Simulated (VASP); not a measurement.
Here is the system:

```
Na2S
1.0
    0.00000     3.19475     3.19475
    3.19475     0.00000     3.19475
    3.19475     3.19475     0.00000
Na S
2 1
Direct
  0.25000   0.25000   0.25000
  0.75000   0.75000   0.75000
  0.00000   0.00000   0.00000
```

Method: optB86b-vdW, VASP's PBE PAW potentials (set 64) (plane waves; VASP). Settings: 520 eV cut-off, 6×6×6 Γ-centred mesh, Gaussian smearing of 0.050 eV, potentials Na_pv S.

Task: Give the stress tensor in GPa (positive for a compressed cell).

Result: 
```
2.02  0.00  0.00
0.00  2.02  0.00
0.00  0.00  2.02
```
The pressure is its mean diagonal, 2.02 GPa.

The compound is Na2S in the antifluorite structure. This cell is one point of a volume scan, at 0.94 of the reference volume.
